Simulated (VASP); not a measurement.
Output of a VASP run:

OSZICAR:
```
       N       E                     dE             d eps       ncg     rms          rms(c)
DAV:   1     0.404734657338E+00    0.40473E+00   -0.14341E+03  1620   0.481E+02
DAV:   2    -0.311424757194E+01   -0.35190E+01   -0.33930E+01  2370   0.342E+01
DAV:   3    -0.314226799728E+01   -0.28020E-01   -0.27759E-01  2250   0.349E+00
DAV:   4    -0.314233467926E+01   -0.66682E-04   -0.66682E-04  2202   0.141E-01
DAV:   5    -0.314233482960E+01   -0.15034E-06   -0.15045E-06  2178   0.615E-03    0.952E-01
DAV:   6    -0.311900612148E+01    0.23329E-01   -0.17875E-04  2034   0.124E-01    0.605E-01
DAV:   7    -0.310359100649E+01    0.15415E-01   -0.51678E-04  1818   0.208E-01    0.260E-02
DAV:   8    -0.310350395840E+01    0.87048E-04   -0.27006E-05  2334   0.426E-02    0.624E-03
DAV:   9    -0.310350065417E+01    0.33042E-05   -0.20371E-06  1914   0.123E-02    0.733E-04
DAV:  10    -0.310350045812E+01    0.19605E-06   -0.33922E-08  1188   0.155E-03
   1 F= 0.29617559E+01 E0= 0.29617603E+01  d E =0.296176E+01
       N       E                     dE             d eps       ncg     rms          rms(c)
DAV:   1    -0.227976014752E+01    0.82374E+00   -0.72909E-01  1812   0.673E+00    0.275E-01
DAV:   2    -0.227611942782E+01    0.36407E-02   -0.22342E-03  1932   0.437E-01    0.171E-01
DAV:   3    -0.227392459311E+01    0.21948E-02   -0.48399E-04  2010   0.169E-01    0.119E-02
DAV:   4    -0.227391673609E+01    0.78570E-05   -0.53846E-06  2034   0.193E-02    0.516E-03
DAV:   5    -0.227391172011E+01    0.50160E-05   -0.17144E-06  1704   0.115E-02    0.221E-04
DAV:   6    -0.227391170975E+01    0.10360E-07   -0.10647E-08   948   0.826E-04
   2 F= 0.29502314E+01 E0= 0.29502673E+01  d E =-.115245E-01
       N       E                     dE             d eps       ncg     rms          rms(c)
DAV:   1    -0.273152328052E+01   -0.45761E+00   -0.15144E-01  1800   0.298E+00    0.125E-01
DAV:   2    -0.273062058753E+01    0.90269E-03   -0.51087E-04  1926   0.208E-01    0.779E-02
DAV:   3    -0.273008648926E+01    0.53410E-03   -0.12293E-04  2010   0.851E-02    0.563E-03
DAV:   4    -0.273008408813E+01    0.24011E-05   -0.13499E-06  1818   0.953E-03    0.245E-03
DAV:   5    -0.273008273618E+01    0.13519E-05   -0.43401E-07   858   0.584E-03    0.110E-04
DAV:   6    -0.273008273508E+01    0.11028E-08   -0.13947E-08   834   0.100E-03
   3 F= 0.28816294E+01 E0= 0.28816487E+01  d E =-.801265E-01
```

OUTCAR:
```
------------------------ aborting loop because EDIFF is reached ----------------------------------------
  FORCE on cell =-STRESS in cart. coord.  units (eV):
  Direction    XX          YY          ZZ          XY          YZ          ZX
  --------------------------------------------------------------------------------------
  Total        5.5769241      5.5769270      5.6151944      0.0000000      0.0000000      0.0000000
  in kB      298.1402482    298.1404032    300.1861622      0.0000000      0.0000000      0.0000000
  external PRESSURE =      -1.1777288 kB  Pullay stress =     300.0000000 kB
  volume of cell :       29.97
      direct lattice vectors                 reciprocal lattice vectors
     1.392552732 -2.411972711  0.000000000     0.359052831 -0.207299194  0.000000000
     1.392552732  2.411972711  0.000000000     0.359052831  0.207299194  0.000000000
     0.000000000  0.000000000  4.461394998    -0.000000000  0.000000000  0.224145139
 POSITION                                       TOTAL-FORCE (eV/Angst)
 -----------------------------------------------------------------------------------
      1.39255      0.80399      1.11535        -0.000000     -0.000000      0.000000
      1.39255     -0.80399      3.34605         0.000000      0.000000      0.000000
 -----------------------------------------------------------------------------------
    total drift:                                0.000000     -0.000009      0.000001
  FREE ENERGIE OF THE ION-ELECTRON SYSTEM (eV)
  ---------------------------------------------------
  free  energy   TOTEN  =        -2.7300827351 eV

  energy  without entropy=       -2.7300247215  energy(sigma->0) =       -2.73006340
  enthalpy is  TOTEN    =         2.8816293831 eV   P V=        5.6117121182

 reached required accuracy - stopping structural energy minimisation
```
(Selected blocks of OUTCAR.)

### POSCAR
```
Mg
1
    1.4291087345    -2.4752895199    -0.0000000000
    1.4291087345     2.4752895199    -0.0000000000
    0.0000000000     0.0000000000     4.5784367306
Mg
2
Direct
  0.3333330000   0.6666670000   0.2500000000
  0.6666670000   0.3333330000   0.7500000000
```

### Question
Reconstruct the remaining input files.

### Answer
This is not unique; one that fits is the input of the run itself, LDA (Ceperley-Alder, Perdew-Zunger), plane waves, VASP's LDA PAW potentials (set 64).

### KPOINTS
```
kpoints
0
G
 15 15 8
```

INCAR:
```
ALGO  =  Normal
EDIFF  =  1E-6
EDIFFG  =  -0.02
ENCUT  =  500
IBRION  =  2
ISIF  =  3
ISMEAR  =  1
LASPH  =  .TRUE.
LCHARG  =  .FALSE.
LREAL  =  .FALSE.
LWAVE  =  .FALSE.
NELM  =  100
NSW  =  40
PREC  =  Accurate
PSTRESS  =  300
SIGMA  =  0.1
SYSTEM  =  Mg
```

POTCAR, in this order: Mg (LDA.64 set). Program: vasp_std.

Energy and stress use the plane-wave basis of the starting cell.

The compound is Mg in the hcp structure. This run relaxes it under an external pressure of 30 GPa. Symmetry was kept, so distortions that lower it aren't found.
